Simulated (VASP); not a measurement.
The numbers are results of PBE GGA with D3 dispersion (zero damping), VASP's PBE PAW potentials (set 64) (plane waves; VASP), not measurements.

Input for VASP

File KPOINTS:
```
K-points
0
G
10 10 10
0 0 0
```

INCAR:
```
SYSTEM = InAs
PREC = Accurate
ENCUT = 520
EDIFF = 1E-7
NELM = 100
ALGO = Normal
LREAL = .FALSE.
LASPH = .TRUE.
ISMEAR = 1
SIGMA = 0.1
GGA = PE
IVDW = 11
LMAXMIX = 4
LWAVE = .FALSE.
LCHARG = .FALSE.
ISIF = 2
```

POSCAR:
```
InAs
1
    0.0000000000     3.0386383454     3.0386383454
    3.0386383454     0.0000000000     3.0386383454
    3.0386383454     3.0386383454     0.0000000000
In As
1 1
Direct
  0.0000000000   0.0000000000   0.0000000000
  0.2500000000   0.2500000000   0.2500000000
```

POTCAR, in this order: In_d As (PBE.64 set). Program: vasp_std.

**Question.** What will the output report for the number of irreducible k-points (NKPTS), largest plane-wave count, number of space-group operations, FFT grid (NGX, NGY, NGZ)?

**Answer.** 
```json
{
 "number of irreducible k-points (NKPTS)": "47",
 "largest_plane_wave_count": "1524",
 "number_of_space_group_operations": "24",
 "FFT grid (NGX, NGY, NGZ)": "32 × 32 × 32"
}
```

The compound is InAs in the zinc blende structure. This cell is one point of a volume scan, at 0.97 of the reference volume.
